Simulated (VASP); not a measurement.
CdSe, 2 atoms in the cell. Symmetry: F-43m, No. 216, cubic system. Conventional cell: a = 6.196 Å, b = 6.196 Å, c = 6.196 Å, α = 90.00°, β = 90.00°, γ = 90.00°. Cd (site symmetry -43m) is surrounded by 4 Se at 2.68 Å. Around Se (site symmetry -43m) lie 4 Cd at 2.68 Å. The cell was built by a generator and needn't be a form met in nature.

| Quantity | Value |
| --- | --- |
| Program | VASP 6.6.1 |
| Task | single point |
| Functional | PBE |
| Potentials or basis | VASP PAW PBE potentials, release 64 (Cd, Se) |
| Cutoff | 520 eV |
| k mesh | 10 × 10 × 10 |
| Occupations | gaussian, width 0.02 eV |
| Spin | no spin polarisation |
| Dipole correction | no |
| Further INCAR settings | ALGO = Normal; EDIFF = 1e-06; NBANDS = 16 |

Potentials or basis: VASP PAW PBE potentials, release 64 (Cd, Se).

Launch:

```sh
$ cat potpaw_PBE.64/Cd/POTCAR potpaw_PBE.64/Se/POTCAR > POTCAR
$ mpirun -np 1 vasp_std > vasp.out
```

Hardware: 1 thread of Intel(R) Xeon(R) Platinum 8488C (Sapphire Rapids) (shared host).

Q: How long does it take, and how much memory?

A: Run time: 48 s on 1 thread of Intel(R) Xeon(R) Platinum 8488C (Sapphire Rapids), with other jobs on the host, peak memory 0.22 GiB. Counts: scf iterations 12, k points 47.
